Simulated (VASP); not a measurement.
VASP input:

POSCAR:
```
Li
1
   -1.7450000000     1.7450000000     1.7450000000
    1.7450000000    -1.7450000000     1.7450000000
    1.7450000000     1.7450000000    -1.7450000000
Li
1
Direct
  0.0000000000   0.0000000000   0.0000000000
```

**INCAR**
```
PREC = Accurate
ALGO = Normal
METAGGA = R2SCAN
EDIFF = 1E-6   ! SCF stop (eV)
ENCUT = 520
ISMEAR = 1   ! Methfessel-Paxton
LWAVE = F
SIGMA = 0.1
NELM = 100
SYSTEM = Li
LASPH = T
ISIF = 2   ! forces and stress, cell fixed
LMIXTAU = T
LCHARG = F
LREAL = F   ! projection in real space or not
```

**KPOINTS**
```
Automatic mesh
0
Gamma
13 13 13
0 0 0
```

POTCAR, in this order: Li_sv (PBE.64 set). Program: vasp_std.

**Question.** Translate this r2SCAN calculation to Ansatz.

**Answer.** One equivalent input (not run):
Ansatz 0.2 input:
```yaml
crystal:
  lattice:
    - [-1.7450000, 1.7450000, 1.7450000]
    - [1.7450000, -1.7450000, 1.7450000]
    - [1.7450000, 1.7450000, -1.7450000]
  atoms:
    - { symbol: Li, position: [0.0000000, 0.0000000, 0.0000000] }
kpoints:
  mp_grid: { grid: [13, 13, 13] }
hamiltonian:
  xc: r2scan
  pseudopotentials: { kind: paw }
scf:
  occupations: { method: methfessel_paxton, width: 0.1 }
  max_iter: 100
output: { forces: true, stress: true, eigenvalues: true }
```
The two are equivalent in intent, not identical: each code has its own PAW files, so the cut-off isn't converted (ENCUT is set for VASP's; basis.ecutwfc is left out, and Ansatz then takes the one that its files recommend); Ansatz stops its SCF on the density residual and VASP on the energy change (EDIFF).

The compound is Li in the bcc structure. The cell was not relaxed at this level. The run is one of a series of settings (GGA removed, LMIXTAU = .TRUE., METAGGA = R2SCAN against the base run), some of them coarse on purpose.
